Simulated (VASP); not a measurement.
A convergence study with VASP on BeS (zinc blende): one setting is varied, all else stays as given below, so the limit is that of these other settings. Each run relaxes cell and ions; the cell shown is the tightest run's result.

```
BeS
1.0
    0.00000     2.43821     2.43821
    2.43821     0.00000     2.43821
    2.43821     2.43821     0.00000
Be S
1 1
Direct
  0.00000   0.00000   0.00000
  0.25000   0.25000   0.25000
```

The numbers are results of PBE GGA, VASP's PBE PAW potentials (set 64) (plane waves; VASP), not measurements. The tightest run used: 550 eV cut-off, 13×13×13 Γ-centred mesh, Gaussian smearing of 0.050 eV, potentials Be S.

The reference is 13×13×13 mesh, which took about 30 core-seconds. Costs are core time on shared hosts, one run each; read them as rough ratios.

Question: Of the settings 2×2×2 mesh; 3×3×3 mesh; 4×4×4 mesh; 5×5×5 mesh; 6×6×6 mesh; 7×7×7 mesh; 8×8×8 mesh; 9×9×9 mesh; 10×10×10 mesh; 11×11×11 mesh; 12×12×12 mesh; 13×13×13 mesh, which is the lowest that keeps the difference from the reference in relaxed volume (Å³/atom) within 0.1 from there on, and what does it cost?

Answer: 4×4×4 mesh; its cost over the reference is about 1/5.
```json
[
 {"setting": "2×2×2 mesh", "difference in relaxed volume (Å³/atom)": "1.649", "cost over the reference": "about 1/6"},
 {"setting": "3×3×3 mesh", "difference in relaxed volume (Å³/atom)": "0.326", "cost over the reference": "about 1/6"},
 {"setting": "4×4×4 mesh", "difference in relaxed volume (Å³/atom)": "0.081", "cost over the reference": "about 1/5"},
 {"setting": "5×5×5 mesh", "difference in relaxed volume (Å³/atom)": "0.022", "cost over the reference": "about 1/5"},
 {"setting": "6×6×6 mesh", "difference in relaxed volume (Å³/atom)": "0.006", "cost over the reference": "about 1/4"},
 {"setting": "7×7×7 mesh", "difference in relaxed volume (Å³/atom)": "0.002", "cost over the reference": "about 1/3"},
 {"setting": "8×8×8 mesh", "difference in relaxed volume (Å³/atom)": "0.000", "cost over the reference": "about 1/3"},
 {"setting": "9×9×9 mesh", "difference in relaxed volume (Å³/atom)": "0.000", "cost over the reference": "about 1/2"},
 {"setting": "10×10×10 mesh", "difference in relaxed volume (Å³/atom)": "0.000", "cost over the reference": "within a factor of 2"},
 {"setting": "11×11×11 mesh", "difference in relaxed volume (Å³/atom)": "0.000", "cost over the reference": "within a factor of 2"},
 {"setting": "12×12×12 mesh", "difference in relaxed volume (Å³/atom)": "0.000", "cost over the reference": "within a factor of 2"},
 {"setting": "13×13×13 mesh", "difference in relaxed volume (Å³/atom)": "0.000", "cost over the reference": "reference"}
]
```

Left out are rungs that failed or repeat a setting and relaxations that didn't move; long series are thinned to 24 rows.

The compound is BeS in the zinc blende structure.
